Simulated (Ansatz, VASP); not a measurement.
# Cu (generalised stacking fault on (111) of Cu): VASP beside Ansatz

Wanted: the spread between two codes on one cell, functional and k mesh. The cell is taken from a series of runs on this material, whose earlier steps may have relaxed, scaled, displaced or heated it; both programs get it as it stands.

Calculated with Ansatz 0.2.0; plane waves, with VASP 6.6.1 beside it; PBE.

### 1. Starting point

The cell holds 12 atoms: 12 Cu. Cell: a = 2.570 Å, b = 2.570 Å, c = 25.237 Å, α = 93.2°, β = 86.8°, γ = 120.0°. It derives from Cu. 48 atoms of Cu, stacked on (1 1 1); one fault a cell: the periodic image above is shifted rigidly by 1.632 A along the in-plane vector of length 4.452 A (<112> type); atoms relaxed along the normal alone with the MACE-MP-0b2 potential. Lattice constants are starting values near those of PBE. Folded to one surface cell (a quarter of the atoms). The structure's axis is c.

### 2. VASP: single point, PBE

A single point takes one fixed geometry, so differences don't come from the geometry; what else differs is listed under the comparison.

Lines of VASP's logs that name or quote its potential files are left out, and so is its time.

Input file INCAR:

```
SYSTEM = Cu
PREC = Accurate
ENCUT = 520
EDIFF = 1E-06
NELM = 120
ISMEAR = -1
SIGMA = 0.1
LREAL = .FALSE.
ALGO = Normal
GGA = PE
NBANDS = 81
LASPH = .TRUE.
LORBIT = 11
LWAVE = .FALSE.
LCHARG = .FALSE.
ISIF = 2
GGA_COMPAT = .FALSE.
KPAR = 2
```

Input file POSCAR:

```
Cu
1.0
    2.5703400000      0.0000000000      0.0000000000
   -1.2851600000      2.2259800000      0.0000000000
    1.4136800000     -0.8161900000     25.1840200000
Cu
12
Direct
    0.9271500000      0.0728500000      0.1986800000
    0.2299200000      0.7700800000      0.2820450000
    0.5327200000      0.4672800000      0.3653200000
    0.8355100000      0.1644900000      0.4486100000
    0.1383000000      0.8617000000      0.5319150000
    0.4410900000      0.5589100000      0.6152200000
    0.7438700000      0.2561300000      0.6985200000
    0.0466600000      0.9533400000      0.7818250000
    0.3494500000      0.6505500000      0.8651300000
    0.6522400000      0.3477600000      0.9484200000
    0.9550400000      0.0449600000      0.0316950000
    0.2578100000      0.7421900000      0.1150600000
```

Input file KPOINTS:

```
Automatic mesh
0
Gamma
17 17 2
0 0 0
```

PAW data sets: Cu (PBE family, release 64).

Run with:

```console
$ mpirun -np 2 vasp_std
```

Numbers of over 12 decimals in the logs are rounded to 6 here.

The log of the run:

```text
[banner, memory and clock lines left out]
running    2 mpi-ranks, on    1 nodes
 distrk:  each k-point on    1 cores,    2 groups
 distr:  one band on    1 cores,    1 groups

 POSCAR found type information on POSCAR Cu
 POSCAR found :  1 types and      12 ions
 LDA part: xc-table for (Slater+PW92), standard interpolation
 POSCAR, INCAR and KPOINTS ok, starting setup
 FFT: planning ... GRIDC
 FFT: planning ... GRID_SOFT
 FFT: planning ... GRID
 WAVECAR not read
 entering main loop
       N       E                     dE             d eps       ncg     rms          rms(c)
DAV:   1     0.132935582985E+04    0.13294E+04   -0.54182E+04 26244   0.293E+03
DAV:   2     0.173924368897E+03   -0.11554E+04   -0.11180E+04 26244   0.562E+02
DAV:   3    -0.427528624116E+02   -0.21668E+03   -0.20037E+03 26285   0.271E+02
DAV:   4    -0.553299001851E+02   -0.12577E+02   -0.12301E+02 28974   0.911E+01
DAV:   5    -0.555531103487E+02   -0.22321E+00   -0.22292E+00 30108   0.138E+01    0.265E+01
DAV:   6    -0.489122955500E+02    0.66408E+01   -0.11022E+02 29541   0.129E+02    0.134E+01
DAV:   7    -0.447883234588E+02    0.41240E+01   -0.19183E+01 30528   0.715E+01    0.378E+00
DAV:   8    -0.448651900729E+02   -0.76867E-01   -0.71056E+00 32808   0.555E+01    0.174E+00
DAV:   9    -0.448260572699E+02    0.39133E-01   -0.16480E+00 36608   0.221E+01    0.199E+00
DAV:  10    -0.448104259387E+02    0.15631E-01   -0.54130E-01 30636   0.132E+01    0.171E+00
DAV:  11    -0.448029354923E+02    0.74904E-02   -0.10458E-01 29424   0.389E+00    0.147E+00
DAV:  12    -0.447685970625E+02    0.34338E-01   -0.76963E-02 29702   0.393E+00    0.445E-01
DAV:  13    -0.447668413328E+02    0.17557E-02   -0.19099E-02 33830   0.156E+00    0.155E-01
DAV:  14    -0.447669941940E+02   -0.15286E-03   -0.27456E-03 29255   0.903E-01    0.127E-01
DAV:  15    -0.447668916682E+02    0.10253E-03   -0.37294E-04 32856   0.446E-01    0.100E-01
DAV:  16    -0.447667733639E+02    0.11830E-03   -0.31919E-04 30195   0.343E-01    0.491E-02
DAV:  17    -0.447667507688E+02    0.22595E-04   -0.13664E-04 31494   0.222E-01    0.221E-02
DAV:  18    -0.447667473953E+02    0.33736E-05   -0.74895E-05 30557   0.109E-01    0.455E-03
DAV:  19    -0.447667467864E+02    0.60891E-06   -0.78118E-06 28127   0.459E-02
   1 F= -.44766747E+02 E0= -.44704582E+02  d E =-.124330E+00
```

Parts of OUTCAR (step 2):

```text
ion  position               nearest neighbor table
   1  0.927  0.073  0.199-  12 2.49   2 2.57   2 2.57   2 2.57  12 2.62  12 2.62
   2  0.230  0.770  0.282-   3 2.57   3 2.57   3 2.57   1 2.57   1 2.57   1 2.57
   3  0.533  0.467  0.365-   2 2.57   2 2.57   2 2.57   4 2.57   4 2.57   4 2.57
   4  0.836  0.164  0.449-   3 2.57   3 2.57   3 2.57   5 2.57   5 2.57   5 2.57
   5  0.138  0.862  0.532-   4 2.57   6 2.57   4 2.57   6 2.57   4 2.57   6 2.57
   6  0.441  0.559  0.615-   7 2.57   7 2.57   7 2.57   5 2.57   5 2.57   5 2.57
   7  0.744  0.256  0.699-   6 2.57   6 2.57   6 2.57   8 2.57   8 2.57   8 2.57
   8  0.047  0.953  0.782-   7 2.57   9 2.57   7 2.57   9 2.57   7 2.57   9 2.57
   9  0.349  0.651  0.865-  10 2.57  10 2.57  10 2.57   8 2.57   8 2.57   8 2.57
  10  0.652  0.348  0.948-  11 2.57  11 2.57  11 2.57   9 2.57   9 2.57   9 2.57
  11  0.955  0.045  0.032-  10 2.57  10 2.57  10 2.57  12 2.57  12 2.57  12 2.57
  12  0.258  0.742  0.115-   1 2.49  11 2.57  11 2.57  11 2.57   1 2.62   1 2.62

  LATTYP: Found a base centered monoclinic cell.
 ALAT       =     4.4519509443
 B/A-ratio  =     0.5773525496
 C/A-ratio  =     5.6687211060
 COS(beta)  =    -0.0646822646

 Subroutine GETGRP returns: Found  4 space group operations
 (whereof  2 operations were pure point group operations)

The static configuration has the point symmetry C_1h.
 The point group associated with its full space group is C_2h.

 Found    162 irreducible k-points:

   k-points           NKPTS =    162   k-points in BZ     NKDIM =    162   number of bands    NBANDS=     81

   dimension x,y,z NGX =    20 NGY =   20 NGZ =  192
   dimension x,y,z NGXF=    40 NGYF=   40 NGZF=  384

   ENCUT  =  520.0 eV  38.22 Ry    6.18 a.u.   4.78  4.78 46.92*2*pi/ulx,y,z

   NELECT =     132.0000    total number of electrons

 k-points in reciprocal lattice and weights: Automatic mesh
   0.00000000  0.00000000  0.00000000       0.002
   0.05882353 -0.00000000  0.00000000       0.007
   0.11764706 -0.00000000  0.00000000       0.007
   0.17647059  0.00000000 -0.00000000       0.007
   0.23529412 -0.00000000  0.00000000       0.007
   0.29411765  0.00000000 -0.00000000       0.007
   0.35294118  0.00000000 -0.00000000       0.007
   0.41176471 -0.00000000  0.00000000       0.007
   0.47058824 -0.00000000  0.00000000       0.007
[...]
0.47058824  0.47058824  0.50000000       0.003
  -0.47058824  0.47058824  0.50000000       0.003

 average (electrostatic) potential at core
       1 -63.8523       2 -63.8712       3 -63.8768       4 -63.8742       5 -63.8732
       6 -63.8739       7 -63.8739       8 -63.8732       9 -63.8742      10 -63.8768
      11 -63.8712      12 -63.8523

 E-fermi :   7.4097

 k-point     1 :       0.0000    0.0000    0.0000
  band No.  band energies     occupation
    ...
     68       5.6875      2.00000
     69       5.6966      2.00000
     70       5.7404      2.00000
     71       5.7518      2.00000
     72       6.4291      1.99989
     73      11.0539      0.00000
     74      12.6724      0.00000
     75      12.6825      0.00000
     76      15.8808      0.00000
     77      15.8867      0.00000
    ...

 k-point     2 :       0.0588   -0.0000    0.0000
  band No.  band energies     occupation
    ...
     68       5.7206      2.00000
     69       5.7478      2.00000
     70       6.1191      2.00000
     71       6.2075      1.99999
     72       6.9279      1.98397
     73      11.0844      0.00000
     74      12.6853      0.00000
     75      12.8038      0.00000
     76      15.8917      0.00000
     77      16.0445      0.00000
    ...

 k-point     3 :       0.1176   -0.0000    0.0000
  band No.  band energies     occupation
    ...
     67       5.7500      2.00000
     68       5.7868      2.00000
     69       6.0519      2.00000
     70       6.7071      1.99822
     71       6.8952      1.98841
     72       7.7633      0.05660
     73      11.1832      0.00000
     74      12.8343      0.00000
     75      13.0715      0.00000
     76      16.0723      0.00000
    ...

  Total       -0.3417562     -0.4263052      0.2790595     -0.0732241      0.1175865     -0.2036636
  in kB       -3.8000563     -4.7401746      3.1029200     -0.8141932      1.3074679     -2.2645774
  external PRESSURE =      -1.8124370 kB  Pullay stress =       0.0000000 kB

  energy-cutoff  :      520.00
  volume of cell :      144.09
      direct lattice vectors                 reciprocal lattice vectors
     2.570340000  0.000000000  0.000000000     0.389053588  0.224618420 -0.014559469
    -1.285160000  2.225980000  0.000000000     0.000000000  0.449240335  0.014559450
     1.413680000 -0.816190000 25.184020000     0.000000000  0.000000000  0.039707719

 POSITION                                       TOTAL-FORCE (eV/Angst)
 -----------------------------------------------------------------------------------
      2.57034      0.00000      5.00356        -0.098494      0.056866      0.030547
      0.00002      1.48398      7.10303        -0.002183      0.001260      0.006977
      1.28519      0.74199      9.20023        -0.000264      0.000153     -0.000021
      2.57034      0.00000     11.29780        -0.000198      0.000114      0.001628
      0.00001      1.48398     13.39576         0.000187     -0.000108     -0.000463
      1.28519      0.74199     15.49371         0.000032     -0.000018     -0.000886
      2.57031      0.00002     17.59154        -0.000032      0.000018      0.000886
     -0.00001      1.48400     19.68950        -0.000187      0.000108      0.000463
      1.28516      0.74200     21.78745         0.000198     -0.000114     -0.001628
      2.57031      0.00002     23.88503         0.000264     -0.000153      0.000021
      2.44180      0.07421      0.79821         0.002183     -0.001260     -0.006977
     -0.12852      1.55819      2.89767         0.098494     -0.056866     -0.030547
 -----------------------------------------------------------------------------------
    total drift:                                0.000194     -0.000105     -0.001219

  FREE ENERGIE OF THE ION-ELECTRON SYSTEM (eV)
  ---------------------------------------------------
  free  energy   TOTEN  =       -44.7667467864 eV

  energy  without entropy=      -44.6424165844  energy(sigma->0) =      -44.70458169

 total charge
# of ion       s       p       d       tot
------------------------------------------
    1        0.442   0.370   9.172   9.983
    2        0.442   0.371   9.171   9.984
    3        0.442   0.372   9.171   9.984
    4        0.442   0.371   9.171   9.984
    5        0.442   0.371   9.171   9.984
    6        0.442   0.371   9.171   9.984
    7        0.442   0.371   9.171   9.984
    8        0.442   0.371   9.171   9.984
    9        0.442   0.371   9.171   9.984
   10        0.442   0.372   9.171   9.984
   11        0.442   0.371   9.171   9.984
   12        0.442   0.370   9.172   9.983
--------------------------------------------------
tot          5.305   4.453 110.051 119.809

[... 3 further parts left out ...]
```

The run ends at a pressure of -0.18 GPa, with forces up to 0.12 eV/Å.

### 3. Ansatz: single point, PBE

Ansatz runs on its default PAW (the set named soft_2) files.

The same cell, functional, mesh and smearing now go to Ansatz, which takes its cutoff from its data sets.

Input file input.yaml:

```yaml
crystal:
  lattice:
    - [2.57034, 0.0, 0.0]
    - [-1.28516, 2.22598, 0.0]
    - [1.41368, -0.81619, 25.18402]
  atoms:
    - { symbol: Cu, position: [0.92715, 0.07285, 0.19868] }
    - { symbol: Cu, position: [0.22992, 0.77008, 0.28205] }
    - { symbol: Cu, position: [0.53272, 0.46728, 0.36532] }
    - { symbol: Cu, position: [0.83551, 0.16449, 0.44861] }
    - { symbol: Cu, position: [0.1383, 0.8617, 0.53192] }
    - { symbol: Cu, position: [0.44109, 0.55891, 0.61522] }
    - { symbol: Cu, position: [0.74387, 0.25613, 0.69852] }
    - { symbol: Cu, position: [0.04666, 0.95334, 0.78183] }
    - { symbol: Cu, position: [0.34945, 0.65055, 0.86513] }
    - { symbol: Cu, position: [0.65224, 0.34776, 0.94842] }
    - { symbol: Cu, position: [0.95504, 0.04496, 0.0317] }
    - { symbol: Cu, position: [0.25781, 0.74219, 0.11506] }
kpoints:
  mp_grid: { grid: [17, 17, 2] }
hamiltonian:
  xc: pbe
scf:
  occupations: { method: fermi_dirac, width: 0.1 }
output:
  forces: true
```

Run with:

```console
$ ansatz run input.yaml --threads 5 --pin off --max-ram 76800MiB --backend cuda --events-out ev --progress --plain --runs-dir out
```

The log of the run:

```text
Warning: the atoms were moved onto the symmetric positions of the space group found under crystal.symmetry.tolerance 1.0e-5 (fractional; no operation is sought that the atoms, as they stand in a round, miss by more than twice it, and no atom is moved by as much as it), and the run uses the moved positions. Before a round's move an operation carried an atom to 1.68e-4 Å from where it should land, the largest such dist [...]
Engine: ansatz 0.2.0, x86_64-unknown-linux-gnu
Pseudopotentials: kind: paw
Pseudopotential: Cu, paw, valence charge 19, recommended cutoff 420 eV (normal), Cu.paw.azcp
Functional definition: PBE
  parameter kappa = 0.804
  parameter beta = 0.066725
  exchange = pbe_x(kappa = kappa, mu = beta*pi^2/3)
  correlation = pbe_c(beta = beta)
device memory: the entry about to start is reckoned to put 8.7 GiB on a device that reports 56.7 GiB free
GPU FFT provider: cuFFT
GPU libraries: cuBLAS 13.8.2, cuFFT 12.4.0, cuSOLVER 12.3.4
Crystal: 12 atoms, lattice volume = 144.091 Å³
Basis set: ecut = 420 eV, 2889 PW (Γ), exchange–correlation on 36×36×360 points (8 copies of the dense FFT grid, shifted against one another)
Bands: 127, of which v1, the nominal top of the filled ones, is band 114 counted from 1 (113 counted from 0)
Symmetry: 4 space group operations
Space group: C2/m (ITA 12), of the structure as read, at distance tolerance 5.2e-5 Å
k-points: 162 of 578
Non-local potential: Cu, projectors of the file, l = 0: 3, l = 1: 2, l = 2: 3, l = 3: 1
PAW form: soft (Blöchl's): semilocal exchange-correlation on the pseudo side does not see the compensation charge
PAW one-centre angular grid: Cu, 590 points (default); XC on 64 Gauss nodes
Initial density: superposition of atomic densities (neutral atoms: chi_scale 0, normalization atom), corrected by the library's trained network
Initial wavefunctions: pseudopotential atomic-orbital guess
GPU buffer pool allocated for 58320 grid points (all kernels)
GPU transforms: local potential and band sums: pruned to the plane-wave sphere, on 18×18×180
Functional: x = pbe(κ = 0.804, μ = 0.219515), c = pbe(β = 0.066725)
SCF iter   1: F=—  HF=-79502.120208 eV  |F-HF|=—  |Δ(HF+E_count)|=         —  Δρ=1.20e-3  dr2=7.42e-3  ethr=1.77e-3  ⟨swp⟩=4.2  Hψ=59151  notcnv=0  defer=283
preconditioner: auto → Kerker (q_TF=auto, 2.945 Å⁻¹)  [metal: Δε(μ)=0.009 eV  Ē_g=7.595 eV  σ=0.100 eV  W_gap=0.02  n_scr=64 (ndim 8)  ℏωp=35.5 eV  f_vac=0.000  D(μ)=3.80/eV (n_scr^D=16)]
SCF iter   2: F=—  HF=-79502.121737 eV  |F-HF|=—  |Δ(HF+E_count)|=   1.53e-3  Δρ=5.92e-4  dr2=3.51e-3  ethr=3.25e-6  ⟨swp⟩=2.1  Hψ=36752  notcnv=0  defer=327
SCF iter   3: F=—  HF=-79502.123938 eV  |F-HF|=—  |Δ(HF+E_count)|=   2.20e-3  Δρ=4.20e-4  dr2=1.73e-3  ethr=1.54e-6  ⟨swp⟩=1.0  Hψ=20106  notcnv=0  defer=327
SCF iter   4: F=—  HF=-79502.125327 eV  |F-HF|=—  |Δ(HF+E_count)|=   1.39e-3  Δρ=1.61e-4  dr2=1.82e-4  ethr=7.59e-7  ⟨swp⟩=1.0  Hψ=20106  notcnv=0  defer=327
SCF iter   5: F=—  HF=-79502.121813 eV  |F-HF|=—  |Δ(HF+E_count)|=   3.51e-3  Δρ=7.41e-5  dr2=3.31e-5  ethr=7.98e-8  ⟨swp⟩=1.1  Hψ=20398  notcnv=0  defer=327
SCF iter   6: F=—  HF=-79502.123918 eV  |F-HF|=—  |Δ(HF+E_count)|=   2.11e-3  Δρ=2.84e-5  dr2=2.29e-6  ethr=1.45e-8  ⟨swp⟩=1.8  Hψ=21983  notcnv=0  defer=327
SCF iter   7: F=—  HF=-79502.123919 eV  |F-HF|=—  |Δ(HF+E_count)|=   2.22e-7  Δρ=1.50e-5  dr2=7.11e-7  ethr=1.01e-9  ⟨swp⟩=2.0  Hψ=30986  notcnv=0  defer=327
SCF iter   8: F=—  HF=-79502.123919 eV  |F-HF|=—  |Δ(HF+E_count)|=   1.98e-8  Δρ=8.47e-6  dr2=2.71e-7  ethr=3.12e-10  ⟨swp⟩=2.0  Hψ=27866  notcnv=0  defer=327
SCF iter   9: F=-79502.123919 eV  HF=-79502.123919 eV  |F-HF|=5.76e-9  |Δ(HF+E_count)|=   7.92e-9  Δρ=1.52e-6  dr2=7.51e-9  ethr=4.39e-11  ⟨swp⟩=2.7  Hψ=63113  notcnv=0
SCF 1 converged in 9 iterations: F = -79502.123919 eV  dr2 = 7.51e-9
  greatest PAW one-centre occupation: 1.000 electrons in one spin orbital (limit 2), on the Cu atom at site 11 (counted from 0), in its partial waves of l = 0
SCF converged after 9 iterations
Free energy (F): -79502.123919 eV
Harris-Foulkes:  -79502.123919 eV  (|F-HF|=5.76e-9)
Internal energy: -79501.999093 eV  (E = F + TS)
E sigma→0 (E₀):  -79502.061506 eV
Entropy (-TS):   -0.124826 eV (-10.402 meV/atom)
Fermi energy:    16.445285 eV
--- Per-component energies (eV) ---
  E_band       = -4383.228787
  E_kinetic    = 3596.814267
  E_local      = -48970.783373  (includes V_loc(G=0)·N_el)
  E_nonlocal   = 4678.952845
  E_hartree    = 21560.656650
  E_xc         = -1073.368621
  E_vxc        = -1385.064854  (∫ρ·V_xc dr)
  E_paw        = -19955.787877  (= ΣΔE_a)
  E_vpaw       = -5424.461897  (= ΣTr[D̂ρ^β])
  E_aug_tail   = 0.003145  (compensation charges beyond the density's cutoff)
  E_ewald      = -39338.486128
  E_smearing   = -0.124826  (= −TS)
  E_closure    = -0.000000  (closes the sum)
  Σ components = -79502.123919   (vs F -79502.123919, Δ=0.00e0)
--- Forces (eV/Å), atoms counted from 1 ---
  atom   1  Cu    -0.09883862     0.05706480     0.03130671
  atom   2  Cu    -0.00206139     0.00119015     0.00773315
  atom   3  Cu    -0.00009827     0.00005674    -0.00017383
  atom   4  Cu    -0.00001088     0.00000628     0.00185873
  atom   5  Cu     0.00008698    -0.00005022    -0.00019916
  atom   6  Cu    -0.00009489     0.00005479    -0.00073079
  atom   7  Cu     0.00009489    -0.00005479     0.00073079
  atom   8  Cu    -0.00008698     0.00005022     0.00019916
  atom   9  Cu     0.00001088    -0.00000628    -0.00185873
  atom  10  Cu     0.00009827    -0.00005674     0.00017383
  atom  11  Cu     0.00206139    -0.00119015    -0.00773315
  atom  12  Cu     0.09883862    -0.05706480    -0.03130671
  max |Σ_I F_I| component: 6.94e-18 eV/Å
```

### 4. Side by side

Known differences besides the potentials themselves: the data sets hold 228 valence electrons in Ansatz (on its default PAW (the set named soft_2) files) and 132 in VASP; the cutoff is 420 eV in Ansatz and 520 eV in VASP. Total energies have different zeros and are not compared.

Forces on 7 of the 12 atoms, those with the largest forces and the largest differences (eV/Å; atoms numbered as in POSCAR):

| atom | Ansatz x, y, z | VASP x, y, z |
| --- | --- | --- |
| Cu1 | -0.099, 0.057, 0.031 | -0.098, 0.057, 0.031 |
| Cu2 | -0.002, 0.001, 0.008 | -0.002, 0.001, 0.007 |
| Cu4 | 0.000, 0.000, 0.002 | 0.000, 0.000, 0.002 |
| Cu7 | 0.000, 0.000, 0.001 | 0.000, 0.000, 0.001 |
| Cu9 | 0.000, 0.000, -0.002 | 0.000, 0.000, -0.002 |
| Cu11 | 0.002, -0.001, -0.008 | 0.002, -0.001, -0.007 |
| Cu12 | 0.099, -0.057, -0.031 | 0.098, -0.057, -0.031 |

The forces differ by 0.3 meV/Å r.m.s., which is 1.1 % of the r.m.s. force of 0.028 eV/Å (both taken over all components).

### 5. Summary of results

```
r.m.s. force difference (single point, PBE) : 0.3 meV/Å
```

The r.m.s. force difference is 0.3 meV/Å (single point, PBE), within the 12 meV/Å picked in this series as the mark of a large difference. The data sets hold unlike numbers of valence electrons (228 in Ansatz and 132 in VASP), so part of the differences may come from the potentials. Such differences can come from data sets, numerical settings and the points named under the comparisons, not from the functional's error against experiment.

[Lines on the potential files, build, host, timing and source positions are cut from VASP's logs without a mark.]

[Logs are printed without paths, hosts, clocks, repeated set-up lines and the standing remarks that a program may print on its own settings, such as how far it seeks lower states.]

[Hosts, paths, dates, database ids (printed as entryN), source tags and the programs' standing remarks are cut or masked in the printed files.]
